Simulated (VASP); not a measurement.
Crystal: LuBe.

```
CELL_PARAMETERS angstrom
3.32037 0.00000 0.00000
0.00000 3.32037 0.00000
0.00000 0.00000 3.32037
ATOMIC_POSITIONS crystal
Lu 0.00000 0.00000 0.00000
Be 0.50000 0.50000 0.50000
```

The cell was built by a generator and needn't be a form met in nature.

| Item | Value |
| --- | --- |
| Program | VASP 6.6.1 |
| Task | relaxation of cell and atoms |
| Functional | revPBE |
| Dispersion | D2 |
| Potentials or basis | VASP PAW PBE potentials, release 64 (Lu, Be) |
| Cutoff | 600 eV |
| k mesh | 8 × 8 × 8 |
| Occupations | fermi-dirac, width 0.05 eV |
| Spin | no spin polarisation |

At the start: pressure 2.9 GPa; volume 18.30 Å³/atom.

Where does the relaxation end?

Over 4 steps the energy falls by 15.9 meV/atom and the volume is 19.91 Å³/atom (+8.8 %); space group Pm-3m (No. 221, to 0.05 Å).

Step by step:
```
step  energy change (eV)  largest force (eV/Å)  pressure (GPa)  volume (Å³)
   1              0.0000                0.0000            2.91        36.61
   2             -0.0252                0.0000            1.45        38.39
   3             -0.0317                0.0000            0.15        39.66
   4             -0.0318                0.0000           -0.05        39.81
```

Final structure:
```yaml
crystal:
  lattice:
    - [3.41466, 0.00000, 0.00000]
    - [0.00000, 3.41466, 0.00000]
    - [0.00000, 0.00000, 3.41466]
  atoms:
    - { symbol: Lu, position: [0.00000, 0.00000, 0.00000] }
    - { symbol: Be, position: [0.50000, 0.50000, 0.50000] }
```

Caveat: atom-pairwise D2, TS and ULG terms overbind metals; the PAW data sets were made with another functional, which shifts forces and pressure a little; pairwise dispersion overbinds metals, which lowers pressure and volume.
